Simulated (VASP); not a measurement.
Output of a VASP run:

OUTCAR:
```
 ion  position               nearest neighbor table
   1  0.969  0.004  0.986-   3 2.67   2 2.68   4 2.74   2 2.75   4 2.83   3 2.84   2 2.87   4 2.87
                             3 2.87   3 2.87   4 2.95   2 2.97
   2  0.767  0.229  0.493-   1 2.68   3 2.72   4 2.74   1 2.75   3 2.75   4 2.78   4 2.85   1 2.87
                             4 2.88   3 2.94   1 2.97   3 2.98
   3  0.261  0.768  0.527-   1 2.67   2 2.72   2 2.75   4 2.76   4 2.77   4 2.83   1 2.84   1 2.87
                             1 2.87   4 2.89   2 2.94   2 2.98
   4  0.503  0.500  0.994-   2 2.74   1 2.74   3 2.76   3 2.77   2 2.78   3 2.83   1 2.83   2 2.85
                             1 2.87   2 2.88   3 2.89   1 2.95
  LATTYP: Found a body centered tetragonal cell.
 ALAT       =     4.0230960000
 C/A-ratio  =     1.9500389750
 Subroutine PRICEL returns:
 Original cell was already a primitive cell.
 Subroutine GETGRP returns: Found  1 space group operations
The static configuration has the point symmetry C_1 .
The dynamic configuration has the point symmetry C_1 .
 Subroutine INISYM returns: Found  1 space group operations
 Subroutine IBZKPT returns following result:
 Found     76 irreducible k-points:

 Following reciprocal coordinates:
            Coordinates               Weight
  0.000000  0.000000  0.000000      1.000000
  0.200000 -0.000000  0.000000      2.000000
  0.400000  0.000000  0.000000      2.000000
 -0.000000  0.200000  0.000000      2.000000
  0.200000  0.200000  0.000000      2.000000
  0.400000  0.200000  0.000000      2.000000
 -0.400000  0.200000  0.000000      2.000000
 -0.200000  0.200000  0.000000      2.000000
  0.000000  0.400000  0.000000      2.000000
  0.200000  0.400000  0.000000      2.000000
  0.400000  0.400000  0.000000      2.000000
 -0.400000  0.400000  0.000000      2.000000
 -0.200000  0.400000 -0.000000      2.000000
  0.000000  0.000000  0.166667      2.000000
  0.200000 -0.000000  0.166667      2.000000
  0.400000 -0.000000  0.166667      2.000000
 -0.400000  0.000000  0.166667      2.000000
 -0.200000  0.000000  0.166667      2.000000
 -0.000000  0.200000  0.166667      2.000000
  0.200000  0.200000  0.166667      2.000000
  0.400000  0.200000  0.166667      2.000000
 -0.400000  0.200000  0.166667      2.000000
 -0.200000  0.200000  0.166667      2.000000
 -0.000000  0.400000  0.166667      2.000000
  0.200000  0.400000  0.166667      2.000000
  0.400000  0.400000  0.166667      2.000000
 -0.400000  0.400000  0.166667      2.000000
 -0.200000  0.400000  0.166667      2.000000
  0.000000 -0.400000  0.166667      2.000000
  0.200000 -0.400000  0.166667      2.000000
  0.400000 -0.400000  0.166667      2.000000
 -0.400000 -0.400000  0.166667      2.000000
 -0.200000 -0.400000  0.166667      2.000000
  0.000000 -0.200000  0.166667      2.000000
  0.200000 -0.200000  0.166667      2.000000
  0.400000 -0.200000  0.166667      2.000000
 -0.400000 -0.200000  0.166667      2.000000
 -0.200000 -0.200000  0.166667      2.000000
  0.000000  0.000000  0.333333      2.000000
  0.200000  0.000000  0.333333      2.000000
   k-points           NKPTS =     76   k-points in BZ     NKDIM =     76   number of bands    NBANDS=     25
   number of dos      NEDOS =    301   number of ions     NIONS =      4
   total plane-waves  NPLWV =  21952
   dimension x,y,z NGX =    28 NGY =   28 NGZ =   28
   dimension x,y,z NGXF=    56 NGYF=   56 NGZF=   56
   ions per type =               1   3
   PREC   = accura    normal or accurate (medium, high low for compatibility)
   ISTART =      0    job   : 0-new  1-cont  2-samecut
   ICHARG =      2    charge: 1-file 2-atom 10-const
   ISPIN  =      1    spin polarized calculation?
   LNONCOLLINEAR =      F non collinear calculations
   LSORBIT =      F    spin-orbit coupling
   INIWAV =      1    electr: 0-lowe 1-rand  2-diag
   ENCUT  =  300.0 eV  22.05 Ry    4.70 a.u.   6.84  6.84  6.84*2*pi/ulx,y,z
   NELM   =    100;   NELMIN=  2; NELMDL= -5     # of ELM steps
   EDIFF  = 0.1E-05   stopping-criterion for ELM
   LREAL  =      F    real-space projection
...
```

OSZICAR:
```
       N       E                     dE             d eps       ncg     rms          rms(c)
DAV:   1     0.195339166110E+03    0.19534E+03   -0.15892E+04  3929   0.104E+03
DAV:   2    -0.150391576224E+02   -0.21038E+03   -0.20594E+03  4452   0.275E+02
DAV:   3    -0.194943541085E+02   -0.44552E+01   -0.44192E+01  4012   0.419E+01
DAV:   4    -0.195358334234E+02   -0.41479E-01   -0.41409E-01  4219   0.415E+00
DAV:   5    -0.195364218007E+02   -0.58838E-03   -0.58828E-03  4156   0.486E-01    0.208E+01
DAV:   6    -0.181593406395E+02    0.13771E+01   -0.76146E+00  3919   0.318E+01    0.147E+01
DAV:   7    -0.180495747330E+02    0.10977E+00   -0.48352E+00  3838   0.194E+01    0.759E+00
DAV:   8    -0.178678528517E+02    0.18172E+00   -0.80081E-01  3868   0.120E+01    0.351E+00
DAV:   9    -0.178673358485E+02    0.51700E-03   -0.59041E-02  4024   0.182E+00    0.600E-01
DAV:  10    -0.178629077604E+02    0.44281E-02   -0.33820E-02  3900   0.189E+00    0.122E-01
DAV:  11    -0.178628570916E+02    0.50669E-04   -0.84495E-04  3939   0.291E-01    0.762E-02
DAV:  12    -0.178628192650E+02    0.37827E-04   -0.12274E-04  3946   0.107E-01    0.204E-02
DAV:  13    -0.178628171615E+02    0.21035E-05   -0.19302E-05  3944   0.392E-02    0.343E-03
DAV:  14    -0.178628172750E+02   -0.11349E-06   -0.65346E-07  1983   0.904E-03
   1 F= -.17862817E+02 E0= -.17861110E+02  d E =-.341466E-02
```

OUTCAR:
```
------------------------ aborting loop because EDIFF is reached ----------------------------------------
  FORCE on cell =-STRESS in cart. coord.  units (eV):
  Direction    XX          YY          ZZ          XY          YZ          ZX
  --------------------------------------------------------------------------------------
  Total        2.3709915      2.6400540      3.2121516     -0.0941674      0.0089707      0.0331839
  in kB       59.8337318     66.6237239     81.0610318     -2.3763852      0.2263832      0.8374198
  external PRESSURE =      69.1728292 kB  Pullay stress =       0.0000000 kB
  volume of cell :       63.49
      direct lattice vectors                 reciprocal lattice vectors
    -2.011548000  2.011548000  3.922597000     0.000000000  0.248564787  0.127466574
     2.011548000 -2.011548000  3.922597000     0.248564787  0.000000000  0.127466574
     2.011548000  2.011548000 -3.922597000     0.248564787  0.248564787  0.000000000
 POSITION                                       TOTAL-FORCE (eV/Angst)
 -----------------------------------------------------------------------------------
      0.04167      3.92676     -0.05227        -0.604873      0.998371      0.602958
     -0.09188      2.07492      1.97185         1.362760     -0.496599     -0.140649
      2.07934      0.04013      1.96835        -0.967699     -0.411586     -0.272608
      1.99398      2.00438      0.03467         0.209812     -0.090186     -0.189701
 -----------------------------------------------------------------------------------
    total drift:                               -0.000235      0.000092      0.000207
  FREE ENERGIE OF THE ION-ELECTRON SYSTEM (eV)
  ---------------------------------------------------
  free  energy   TOTEN  =       -17.8628172750 eV

  energy  without entropy=      -17.8594026174  energy(sigma->0) =      -17.86110995
```
(Selected blocks of OUTCAR.)

File POSCAR:
```
PdAu3
1
   -2.0115480000     2.0115480000     3.9225970000
    2.0115480000    -2.0115480000     3.9225970000
    2.0115480000     2.0115480000    -3.9225970000
Pd Au
1 3
Direct
 -0.0306080000   0.0036940000  -0.0135890000
  0.7670960000   0.2285060000   0.4929120000
  0.2608740000   0.7677480000   0.5268250000
  0.5026380000   0.5000530000  -0.0061480000
```

Q: Reconstruct the remaining input files.

A: One answer among several that fit: the input of the run itself, PBEsol GGA, plane waves, VASP's PBE PAW potentials (set 64).

**KPOINTS**
```
Regular mesh
0
gamma
5 5 6
```

**INCAR**
```
SYSTEM  =  PdAu3
PREC  =  Accurate; ENCUT  =  300; LREAL  =  F
LASPH  =  T
EDIFF  =  1E-6; NELM  =  100; ALGO  =  Normal
LMAXMIX  =  6
ISMEAR  =  0; SIGMA  =  0.05
GGA  =  PS
ISIF  =  2
LWAVE  =  F; LCHARG  =  F
```

POTCAR, in this order: Pd Au (PBE.64 set). Program: vasp_std.

At this cut-off the stress carries a Pulay error, which pulls relaxed volumes low.

The structure comes from a computed database's PdAu3 entry; how it stands against other phases isn't given here. The cell was not relaxed at this level, atoms are displaced from their ideal sites. The k-mesh is coarse (spacing up to 0.37 per Å, 2π included), so the numbers may not be converged in it. The electron count is odd and the run is not spin-polarised, which forces a metal.
